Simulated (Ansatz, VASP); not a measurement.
# Cross-check of Ti2CO2 between VASP and Ansatz

Aim: how closely do two programs agree when they are given the same cell, functional and k mesh? The cell is taken from a series of runs on this material, whose earlier steps may have relaxed, scaled, displaced or heated it; both programs get it as it stands.

Calculated with Ansatz 0.2.0; plane waves, with VASP 6.6.1 beside it; single point at HSE06.

## (1) The starting structure

The cell holds 10 atoms: 2 C, 4 Ti and 4 O. Cell: a = 3.012 Å, b = 3.012 Å, c = 45.700 Å, α = 90.0°, β = 90.0°, γ = 120.0°. It derives from C1O2Ti2. Vacuum lies along c.

## (2) Ansatz: single point, HSE06

Ansatz runs on its PAW soft_1 files.

A single point gives forces, pressure and levels at one fixed geometry, so differences don't come from the geometry; what else differs is listed under the comparison.

input.yaml reads:

```yaml
crystal:
  lattice:
    - [3.0123399061, 0.0, 0.0]
    - [-1.506169953, 2.6087628835, 0.0]
    - [0.0, 0.0, 45.7]
  atoms:
    - { symbol: C, position: [0.0, 0.0, 0.4251044445] }
    - { symbol: Ti, position: [0.3333333333, 0.6666666667, 0.4535659011] }
    - { symbol: Ti, position: [0.6666666667, 0.3333333333, 0.3966586647] }
    - { symbol: O, position: [0.6666666667, 0.3333333333, 0.4733208238] }
    - { symbol: O, position: [0.3333333333, 0.6666666667, 0.3766776185] }
    - { symbol: C, position: [0.0, 0.0, 0.5748955555] }
    - { symbol: Ti, position: [0.3333333333, 0.6666666667, 0.6033413353] }
    - { symbol: Ti, position: [0.6666666667, 0.3333333333, 0.5464340989] }
    - { symbol: O, position: [0.6666666667, 0.3333333333, 0.6233223815] }
    - { symbol: O, position: [0.3333333333, 0.6666666667, 0.5266791762] }
  periodic: [true, true, false]
kpoints:
  mp_grid: { grid: [9, 9, 1] }
  band_path:
    path: [[0.0, 0.0, 0.0], [0.5, 0.0, 0.0], [0.3333333333, 0.3333333333, 0.0]]
    npoints: 1
hamiltonian:
  xc: hse06
  pseudopotentials: { kind: paw, azcp: { folder: soft_1 } }
scf:
  occupations: { method: fixed }
  n_extra_bands: 7
output:
  eigenvalues: true
```

On the command line:

```sh
$ ansatz run input.yaml --threads 3 --pin off --max-ram 92160MiB --backend cuda --events-out ev --progress --plain --runs-dir out --devices 1 --max-vram 13GiB
```

Numbers of over 12 decimals in the logs are rounded to 6 here.

What it wrote:

```text
scf.n_extra_bands = 7 over 40 filled bands (N_el = 80.0): the run solves 47 bands
GPUs: using 1 of 1 available (devices: 1).
Engine: ansatz 0.2.0, x86_64-unknown-linux-gnu
Pseudopotentials: kind: paw
Pseudopotential: C, paw, valence charge 4, recommended cutoff 420 eV (normal), soft_1/C.paw.azcp
Pseudopotential: Ti, paw, valence charge 12, recommended cutoff 420 eV (normal), soft_1/Ti.paw.azcp
Pseudopotential: O, paw, valence charge 6, recommended cutoff 420 eV (normal), soft_1/O.paw.azcp
Functional definition: HSE06
  parameter a = 0.25
  parameter omega = 0.11/bohr
  exchange = pbe_x - a*pbe_x_sr(omega) + a*exact_x_sr(omega)
  correlation = pbe_c
davidson cushion auto → on  (no smearing: the cushion is to keep the highest requested band from converging to the state above it; pin scf.eigensolver.cushion to override)
device memory: the entry about to start is reckoned to put 4.5 GiB on a device that reports 40.0 GiB free (of which the cap on the GPU budget leaves the run 13.0 GiB)
GPU FFT provider: cuFFT
GPU libraries: cuBLAS 13.8.2, cuFFT 12.4.0, cuSOLVER 12.3.4
Crystal: 10 atoms, lattice volume = 359.133 Å³
Basis set: ecut = 420 eV, 6801 PW (Γ)
Bands: 47, of which v1, the nominal top of the filled ones, is band 40 counted from 1 (39 counted from 0)
Symmetry: 12 space group operations
Space group: P-3m1 (ITA 164), of the structure as read, at distance tolerance 7.1e-5 Å
k-points: 12 of 81
Non-local potential: C, projectors of the file, l = 0: 2, l = 1: 2, l = 2: 1
Non-local potential: Ti, projectors of the file, l = 0: 3, l = 1: 2, l = 2: 3, l = 3: 1
Non-local potential: O, projectors of the file, l = 0: 2, l = 1: 2, l = 2: 1
PAW form: soft (Blöchl's): semilocal exchange-correlation on the pseudo side does not see the compensation charge
PAW frozen core: C, regenerated for the run's functional, and the local potential with it (the file was generated under x = pbe(κ = 0.804, μ = 0.219515), c = pbe(β = 0.066725))
PAW frozen core: Ti, regenerated for the run's functional, and the local potential with it (the file was generated under x = pbe(κ = 0.804, μ = 0.219515), c = pbe(β = 0.066725))
PAW frozen core: O, regenerated for the run's functional, and the local potential with it (the file was generated under x = pbe(κ = 0.804, μ = 0.219515), c = pbe(β = 0.066725))
PAW one-centre angular grid: C, 110 points (default); XC on 64 Gauss nodes
PAW one-centre angular grid: Ti, 590 points (default); XC on 64 Gauss nodes
PAW one-centre angular grid: O, 110 points (default); XC on 96 Gauss nodes
Initial density: superposition of atomic densities (neutral atoms: chi_scale 0, normalization atom)
Initial wavefunctions: pseudopotential atomic-orbital guess
GPU buffer pool allocated for 184320 grid points (all kernels)
GPU transforms: local potential and band sums: pruned to the plane-wave sphere, on 24×24×320
Functional: x = pbe(κ = 0.804, μ = 0.219515), c = pbe(β = 0.066725), warm-up for x = pbe(κ = 0.804, μ = 0.219515) + 0.25 (exact − pbe) at short range (hse, ω = 0.207870 Å⁻¹), c = pbe(β = 0.066725); HSE06 as pw.x's `hse` composes it (authors' and Libxc's form: `xc: wpbeh`)
iter 1 solved again at ethr=7.86e-2 eV; its pass at ethr=1.00e-1 eV (dr2=6.29e1 eV) is discarded
SCF iter   1: F=—  HF=-12795.021085 eV  |F-HF|=—  |Δ(HF+E_count)|=         —  Δρ=1.21e-1  dr2=6.25e1  ethr=7.86e-2  ⟨swp⟩=2.0  Hψ=2980  notcnv=0
preconditioner: auto → none  [insulator: Δε(μ)=2.791 eV  Ē_g=10.930 eV  n_scr=30 (ndim 8)  ℏωp=13.6 eV  f_vac=0.683]
SCF iter   2: F=—  HF=-12803.246403 eV  |F-HF|=—  |Δ(HF+E_count)|=    8.23e0  Δρ=2.18e-1  dr2=1.94e2  ethr=7.81e-2  ⟨swp⟩=4.5  Hψ=1842  notcnv=0  recentre
SCF iter   3: F=—  HF=-12783.187698 eV  |F-HF|=—  |Δ(HF+E_count)|=    2.01e1  Δρ=5.31e-2  dr2=1.25e1  ethr=7.81e-2  ⟨swp⟩=4.4  Hψ=1654  notcnv=0
SCF iter   4: F=—  HF=-12781.082604 eV  |F-HF|=—  |Δ(HF+E_count)|=    2.11e0  Δρ=2.56e-2  dr2=2.71e0  ethr=1.56e-2  ⟨swp⟩=2.3  Hψ=1253  notcnv=0  defer=1
SCF iter   5: F=—  HF=-12780.818170 eV  |F-HF|=—  |Δ(HF+E_count)|=   2.64e-1  Δρ=1.11e-2  dr2=2.86e-1  ethr=3.39e-3  ⟨swp⟩=4.0  Hψ=1553  notcnv=0
SCF iter   6: F=—  HF=-12780.870425 eV  |F-HF|=—  |Δ(HF+E_count)|=   5.23e-2  Δρ=7.73e-3  dr2=1.05e0  ethr=3.57e-4  ⟨swp⟩=4.7  Hψ=1482  notcnv=0  defer=1  recentre
SCF iter   7: F=—  HF=-12780.808967 eV  |F-HF|=—  |Δ(HF+E_count)|=   6.15e-2  Δρ=5.07e-3  dr2=1.28e-1  ethr=3.57e-4  ⟨swp⟩=3.7  Hψ=1337  notcnv=0  defer=1
iter 8 solved again at ethr=1.30e-5 eV; its pass at ethr=1.60e-4 eV (dr2=1.04e-2 eV) is discarded
SCF iter   8: F=—  HF=-12780.794058 eV  |F-HF|=—  |Δ(HF+E_count)|=   1.49e-2  Δρ=1.35e-3  dr2=6.88e-3  ethr=1.30e-5  ⟨swp⟩=4.3  Hψ=2825  notcnv=0
[...]
SCF 1 stopped early in 12 iterations: F = -12780.792418 eV  dr2 = 1.94e-6
  greatest PAW one-centre occupation: 0.999 electrons in one spin orbital (limit 2), on the Ti atom at site 6 (counted from 0), in its partial waves of l = 0
device memory: the entry about to start is reckoned to put 5.3 GiB (of the 5.4 GiB reckoned in all, the device holds 0.1 GiB already) on a device that reports 46.0 GiB free (of which the cap on the GPU budget leaves the run 12.9 GiB)
GPU FFT provider: cuFFT
GPU libraries: cuBLAS 13.8.2, cuFFT 12.4.0, cuSOLVER 12.3.4
Initial density: handed on by an earlier stage of this run
Initial wavefunctions: those handed on with the density
GPU buffer pool allocated for 184320 grid points (all kernels)
GPU transforms: local potential and band sums: pruned to the plane-wave sphere, on 24×24×320
Functional: x = pbe(κ = 0.804, μ = 0.219515) + 0.25 (exact − pbe) at short range (hse, ω = 0.207870 Å⁻¹), c = pbe(β = 0.066725); HSE06 as pw.x's `hse` composes it (authors' and Libxc's form: `xc: wpbeh`)
Exchange kernel: α = 0.2500, screened, ω = 0.2079 Å⁻¹, Wigner–Seitz truncation, v(0) = 1046.9117 eV·Å³, q-mesh 9×9×1, nearest image of the exchange supercell L = 27.11 Å, pair-density grid 15×15×216, without the augmentation charges, whose exchange is taken in its separable form by FFT convolution over the k-point mesh (sized by the pseudopotential files, 18×18×320 at the most), smooth part of the exact exchange by density-matrix convolution in up to 14.63 GiB of GPU memory as planned if the GPU has room (build and FFT work areas not counted)
Frozen-core exchange: fock
[...]
preconditioner: auto → none  [insulator: Δε(μ)=1.180 eV  Ē_g=10.996 eV  n_scr=30 (ndim 8)  ℏωp=13.6 eV  f_vac=0.695]
[...]
SCF iter   6: F=—  HF=-12778.423587 eV  |F-HF|=—  |Δ(HF+E_count)|=   4.76e-3  Δρ=3.30e-4  dr2=5.54e-4  ethr=2.43e-8  ⟨swp⟩=8.5  Hψ=2866  notcnv=0  defer=5
SCF iter   7: F=—  HF=-12778.428188 eV  |F-HF|=—  |Δ(HF+E_count)|=   4.60e-3  Δρ=3.47e-4  dr2=6.43e-4  ethr=2.43e-8  ⟨swp⟩=8.2  Hψ=2776  notcnv=0  defer=23
SCF iter   8: F=-12778.428017 eV  HF=-12778.428037 eV  |F-HF|=2.04e-5  |Δ(HF+E_count)|=   1.50e-4  Δρ=8.02e-5  dr2=2.96e-5  ethr=2.43e-8  ⟨swp⟩=5.0  Hψ=2141  notcnv=0
SCF 2 stopped early in 8 iterations: F = -12778.428017 eV  dr2 = 2.96e-5
  greatest PAW one-centre occupation: 0.999 electrons in one spin orbital (limit 2), on the Ti atom at site 7 (counted from 0), in its partial waves of l = 0
hybrid outer 1: dexx = +1.190e-1 eV, tail = 4.19e-4 eV
GPU FFT provider: cuFFT
GPU libraries: cuBLAS 13.8.2, cuFFT 12.4.0, cuSOLVER 12.3.4
GPU buffer pool allocated for 184320 grid points (all kernels)
GPU transforms: local potential and band sums: pruned to the plane-wave sphere, on 24×24×320
Exchange kernel: α = 0.2500, screened, ω = 0.2079 Å⁻¹, Wigner–Seitz truncation, v(0) = 1046.9117 eV·Å³, q-mesh 9×9×1, nearest image of the exchange supercell L = 27.11 Å, pair-density grid 15×15×216, without the augmentation charges, whose exchange is taken in its separable form by FFT convolution over the k-point mesh (sized by the pseudopotential files, 18×18×320 at the most), smooth part of the exact exchange by density-matrix convolution in up to 14.63 GiB of GPU memory as planned if the GPU has room (build and FFT work areas not counted)
Frozen-core exchange: fock
SCF iter   1: F=—  HF=-12778.427071 eV  |F-HF|=—  |Δ(HF+E_count)|=         —  Δρ=1.06e-4  dr2=5.22e-5  ethr=2.62e-6  ⟨swp⟩=5.2  Hψ=1397  notcnv=0
preconditioner: auto → none  [insulator: Δε(μ)=0.926 eV  Ē_g=10.436 eV  n_scr=30 (ndim 8)  ℏωp=13.6 eV  f_vac=0.695]
SCF iter   2: F=—  HF=-12778.427072 eV  |F-HF|=—  |Δ(HF+E_count)|=   1.37e-6  Δρ=5.23e-5  dr2=2.54e-5  ethr=5.15e-8  ⟨swp⟩=4.8  Hψ=1832  notcnv=0
SCF iter   3: F=—  HF=-12778.427146 eV  |F-HF|=—  |Δ(HF+E_count)|=   7.44e-5  Δρ=3.49e-5  dr2=5.37e-6  ethr=1.56e-8  ⟨swp⟩=6.3  Hψ=1706  notcnv=0  defer=5
SCF iter   4: F=—  HF=-12778.427146 eV  |F-HF|=—  |Δ(HF+E_count)|=   4.98e-7  Δρ=1.92e-5  dr2=3.98e-6  ethr=5.00e-9  ⟨swp⟩=3.4  Hψ=1472  notcnv=0
SCF iter   5: F=—  HF=-12778.427159 eV  |F-HF|=—  |Δ(HF+E_count)|=   1.32e-5  Δρ=2.54e-5  dr2=2.86e-6  ethr=1.42e-9  ⟨swp⟩=6.9  Hψ=1817  notcnv=0  defer=5
SCF iter   6: F=—  HF=-12778.427158 eV  |F-HF|=—  |Δ(HF+E_count)|=   5.92e-7  Δρ=5.68e-6  dr2=6.27e-7  ethr=1.42e-9  ⟨swp⟩=4.0  Hψ=1597  notcnv=0
SCF iter   7: F=-12778.427161 eV  HF=-12778.427161 eV  |F-HF|=2.23e-8  |Δ(HF+E_count)|=   2.04e-6  Δρ=3.99e-6  dr2=4.50e-8  ethr=1.88e-10  ⟨swp⟩=7.0  Hψ=2012  notcnv=0  defer=5
SCF 3 converged in 7 iterations: F = -12778.427161 eV  dr2 = 4.50e-8
hybrid outer 2: dexx = +1.510e-4 eV, tail = 4.39e-7 eV, Δε = 4.68e-3 eV (about 1.42e-4 eV left of the loop's levels)
the search or the solves at the SCF's close seem to have found levels that the self-consistency loop had missed (the run counts 3). By its estimate they hold under 1e-12 electrons; where the run keeps them, the occupations were computed again with them
device memory: the entry about to start is reckoned to put 1.5 GiB on a device that reports 36.5 GiB free (of which the cap on the GPU budget leaves the run 13.0 GiB)
NSCF: frozen V_eff on 3 k-points
hybrid SCF converged: 2 outer / 15 inner (+12 warm-up), last move |dexx| = 1.51e-4 eV, tail = 4.39e-7 eV
Stability not checked: this state was not tested for a lower state beside it, because the functional holds exact exchange (a hybrid, or Hartree-Fock), whose exchange loop this test does not read (fock_operator; see scf.lower_state_search)
Free energy (F): -12778.427168 eV
Frozen-core exchange: fock
Harris-Foulkes:  -12778.427168 eV  (|F-HF|=2.23e-8)
Internal energy: -12778.427168 eV  (E = F + TS)
E sigma→0 (E₀):  -12778.427168 eV
Fermi energy:    -6.382986 eV
--- Per-component energies (eV) ---
  E_band       = -2281.055234
  E_kinetic    = 1967.699555
  E_local      = -524997.689409  (includes V_loc(G=0)·N_el)
  E_nonlocal   = 471.983339
  E_hartree    = 261188.889883
  E_xc         = -684.666826
  E_vxc        = -854.269653  (∫ρ·V_xc dr)
  E_exx        = -253.844642  (= α·E_x^exact, valence–valence)
  E_paw        = -4918.236200  (= ΣΔE_a)
  E_vpaw       = -738.850427  (= ΣTr[D̂ρ^β])
  E_aug_tail   = 0.002851  (compensation charges beyond the density's cutoff)
  E_ewald      = 254448.263109
  E_core_change = -0.828828  (= ΣΔE_core)
  E_smearing   = -0.000000  (= −TS)
  E_closure    = -0.000000  (closes the sum)
  Σ components = -12778.427168   (vs F -12778.427168, Δ=-1.46e-11)
--- Band table (eV; the first three rows and the last of 12) ---
  k-point 0: bands = [... 36 lower, -6.4020, -6.4020, -6.3830, -6.3830, -4.9149, -4.9149, -4.9061, -4.9061, ... 3 higher]
  k-point 1: bands = [... 36 lower, -7.5939, -7.4186, -7.0739, -7.0487, -4.7603, -4.7081, -4.2512, -4.2217, ... 3 higher]
  k-point 2: bands = [... 36 lower, -7.9187, -7.8744, -7.8419, -7.8220, -5.0315, -4.9175, -3.9828, -3.9612, ... 3 higher]
  k-point 11: bands = [... 36 lower, -9.8535, -9.8535, -9.7226, -9.7226, -4.2528, -4.2478, -3.7182, -3.7182, ... 3 higher]
  the weakly bound empty levels are not read free of the cell's end (exact_exchange)
```

[end of part 1 of 2]

[Lines on the potential files, build, host, timing and source positions are cut from VASP's logs without a mark.]

[Logs are printed without paths, hosts, clocks, repeated set-up lines and the standing remarks that a program may print on its own settings, such as how far it seeks lower states.]

[Hosts, paths, dates, database ids (printed as entryN), source tags and the programs' standing remarks are cut or masked in the printed files.]
